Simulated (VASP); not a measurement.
Method: PBEsol GGA, VASP's PBE PAW potentials (set 64) (plane waves; VASP).

VASP input:

### KPOINTS
```
kpoints
0
Gamma
 7 7 5
0 0 0
```

**POSCAR**
```
PbO
1
    4.1814641299     0.0000000000     0.0000000000
   -2.0907320650     3.6212536449    -0.0000000000
   -0.0000000000    -0.0000000000     5.5260904639
Pb O
2 2
Direct
  0.3333330000   0.6666670000   0.9751668482
  0.6666670000   0.3333330000   0.4751668482
  0.3333330000   0.6666670000   0.3998331518
  0.6666670000   0.3333330000   0.8998331518
```

### INCAR
```
SYSTEM = PbO
PREC = Accurate
ENCUT = 520
EDIFF = 1E-7
NELM = 100
ALGO = Normal
LREAL = .FALSE.
LASPH = .TRUE.
ISMEAR = -5
GGA = PS
LMAXMIX = 4
LWAVE = .FALSE.
LCHARG = .TRUE.
LORBIT = 11
NEDOS = 601
ISIF = 2
```

POTCAR, in this order: Pb_d O (PBE.64 set). Program: vasp_std.

Output

**OUTCAR**
```
 ion  position               nearest neighbor table
   1  0.333  0.667  0.975-   3 2.35   4 2.45   4 2.45   4 2.45   2 3.67   2 3.67   2 3.67   2 3.67
                             2 3.67   2 3.67
   2  0.667  0.333  0.475-   4 2.35   3 2.45   3 2.45   3 2.45   1 3.67   1 3.67   1 3.67   1 3.67
                             1 3.67   1 3.67
   3  0.333  0.667  0.400-   1 2.35   2 2.45   2 2.45   2 2.45
   4  0.667  0.333  0.900-   2 2.35   1 2.45   1 2.45   1 2.45
  LATTYP: Found a hexagonal cell.
 ALAT       =     4.1814641299
 C/A-ratio  =     1.3215683053
 Subroutine PRICEL returns:
 Original cell was already a primitive cell.
 Subroutine GETGRP returns: Found 12 space group operations
The static configuration has the point symmetry C_3v.
 The point group associated with its full space group is C_6v.
The dynamic configuration has the point symmetry C_3v.
 Subroutine INISYM returns: Found 12 space group operations
 Subroutine IBZKPT returns following result:
 Found     24 irreducible k-points:

 Following reciprocal coordinates:
            Coordinates               Weight
  0.000000  0.000000  0.000000      1.000000
  0.142857  0.000000  0.000000      6.000000
  0.285714 -0.000000  0.000000      6.000000
  0.428571  0.000000  0.000000      6.000000
  0.142857  0.142857  0.000000      6.000000
  0.285714  0.142857  0.000000     12.000000
  0.428571  0.142857  0.000000      6.000000
  0.285714  0.285714  0.000000      6.000000
  0.000000  0.000000  0.200000      2.000000
  0.142857  0.000000  0.200000     12.000000
  0.285714 -0.000000  0.200000     12.000000
  0.428571  0.000000  0.200000     12.000000
  0.142857  0.142857  0.200000     12.000000
  0.285714  0.142857  0.200000     24.000000
  0.428571  0.142857  0.200000     12.000000
  0.285714  0.285714  0.200000     12.000000
  0.000000  0.000000  0.400000      2.000000
  0.142857  0.000000  0.400000     12.000000
  0.285714 -0.000000  0.400000     12.000000
  0.428571  0.000000  0.400000     12.000000
  0.142857  0.142857  0.400000     12.000000
  0.285714  0.142857  0.400000     24.000000
  0.428571  0.142857  0.400000     12.000000
  0.285714  0.285714  0.400000     12.000000
   k-points           NKPTS =     24   k-points in BZ     NKDIM =     24   number of bands    NBANDS=     24
   number of dos      NEDOS =    601   number of ions     NIONS =      4
   total plane-waves  NPLWV =  43008
   dimension x,y,z NGX =    32 NGY =   32 NGZ =   42
   dimension x,y,z NGXF=    64 NGYF=   64 NGZF=   84
   ions per type =               2   2
   PREC   = accura    normal or accurate (medium, high low for compatibility)
   ISTART =      0    job   : 0-new  1-cont  2-samecut
   ICHARG =      2    charge: 1-file 2-atom 10-const
   ISPIN  =      1    spin polarized calculation?
   LNONCOLLINEAR =      F non collinear calculations
   LSORBIT =      F    spin-orbit coupling
   INIWAV =      1    electr: 0-lowe 1-rand  2-diag
   ENCUT  =  520.0 eV  38.22 Ry    6.18 a.u.   7.77  7.77 10.27*2*pi/ulx,y,z
   NELM   =    100;   NELMIN=  2; NELMDL= -5     # of ELM steps
   EDIFF  = 0.1E-06   stopping-criterion for ELM
   LREAL  =      F    real-space projection
   NLSPLINE    = F    spline interpolate recip. space projectors
   LMAXMIX     =    4 max onsite mixed and CHGCAR
   VOSKOWN=      0    Vosko Wilk Nusair interpolation
   EDIFFG = 0.1E-05   stopping-criterion for IOM
   NSW    =      0    number of steps for IOM
   NBLOCK =      1;   KBLOCK =      1    inner block; outer block
   IBRION =     -1    ionic relax: 0-MD 1-quasi-New 2-CG
   NFREE  =      0    steps in history (QN), initial steepest desc. (CG)
   ISIF   =      2    stress and relaxation
   ISYM   =      2    0-nonsym 1-usesym 2-fastsym
   TEIN   =    0.0    initial temperature
   TEBEG  =    0.0;   TEEND  =   0.0 temperature during run
...
```

OSZICAR:
```
       N       E                     dE             d eps       ncg     rms          rms(c)
DAV:   1     0.466485172517E+03    0.46649E+03   -0.20587E+04  1152   0.195E+03
DAV:   2     0.330051311614E+02   -0.43348E+03   -0.42593E+03  1240   0.495E+02
DAV:   3    -0.244303079945E+02   -0.57435E+02   -0.56350E+02  1568   0.194E+02
DAV:   4    -0.262569519042E+02   -0.18266E+01   -0.18259E+01  1232   0.411E+01
DAV:   5    -0.263317604051E+02   -0.74809E-01   -0.74802E-01  1688   0.768E+00    0.116E+01
DAV:   6    -0.226057941808E+02    0.37260E+01   -0.31318E+01  1816   0.405E+01    0.663E+00
DAV:   7    -0.221864260085E+02    0.41937E+00   -0.44168E+00  1608   0.161E+01    0.239E+00
DAV:   8    -0.221734489500E+02    0.12977E-01   -0.94682E-01  1168   0.748E+00    0.167E+00
DAV:   9    -0.221376338386E+02    0.35815E-01   -0.14870E-01  1568   0.330E+00    0.294E-01
DAV:  10    -0.221405330434E+02   -0.28992E-02   -0.24690E-02  1656   0.909E-01    0.186E-01
DAV:  11    -0.221402866493E+02    0.24639E-03   -0.25179E-03  1592   0.560E-01    0.833E-02
DAV:  12    -0.221403135532E+02   -0.26904E-04   -0.33305E-04  1432   0.134E-01    0.455E-02
DAV:  13    -0.221402964205E+02    0.17133E-04   -0.14713E-04  1832   0.116E-01    0.221E-03
DAV:  14    -0.221402982590E+02   -0.18385E-05   -0.13890E-05  1320   0.239E-02    0.186E-03
DAV:  15    -0.221402985628E+02   -0.30383E-06   -0.74793E-07  1368   0.849E-03    0.372E-04
DAV:  16    -0.221402985720E+02   -0.91877E-08   -0.10580E-07  1048   0.363E-03
   1 F= -.22140299E+02 E0= -.22140299E+02  d E =0.000000E+00
```

### OUTCAR
```
------------------------ aborting loop because EDIFF is reached ----------------------------------------
  FORCE on cell =-STRESS in cart. coord.  units (eV):
  Direction    XX          YY          ZZ          XY          YZ          ZX
  --------------------------------------------------------------------------------------
  Total        0.1011115      0.1011114      0.0941611     -0.0000000     -0.0000000      0.0000000
  in kB        1.9360016      1.9360011      1.8029223     -0.0000000     -0.0000000      0.0000000
  external PRESSURE =       1.8916416 kB  Pullay stress =       0.0000000 kB
  volume of cell :       83.68
      direct lattice vectors                 reciprocal lattice vectors
     4.181464130  0.000000000  0.000000000     0.239150682  0.138073731  0.000000000
    -2.090732065  3.621253645  0.000000000     0.000000000  0.276147461  0.000000000
     0.000000000  0.000000000  5.526090464     0.000000000  0.000000000  0.180959759
 POSITION                                       TOTAL-FORCE (eV/Angst)
 -----------------------------------------------------------------------------------
     -0.00000      2.41417      5.38886        -0.000000      0.000000      0.011579
      2.09073      1.20708      2.62581         0.000000     -0.000000      0.011579
     -0.00000      2.41417      2.20951         0.000000     -0.000000     -0.011579
      2.09073      1.20708      4.97256        -0.000000      0.000000     -0.011579
 -----------------------------------------------------------------------------------
    total drift:                               -0.003073      0.001774     -0.000275
  FREE ENERGIE OF THE ION-ELECTRON SYSTEM (eV)
  ---------------------------------------------------
  free  energy   TOTEN  =       -22.1402985720 eV

  energy  without entropy=      -22.1402985720  energy(sigma->0) =      -22.14029857

 total charge

# of ion       s       p       d       tot
------------------------------------------
    1        1.464   0.530   9.857  11.850
    2        1.464   0.530   9.857  11.850
    3        1.591   3.293   0.000   4.884
    4        1.591   3.293   0.000   4.884
--------------------------------------------------
tot          6.109   7.646  19.714  33.468
```
(Selected blocks of OUTCAR.)

The structure was generated: PbO was put into the wurtzite type (P6_3mc), which need not be its known phase. It was relaxed first, which changed the volume by +43 %.
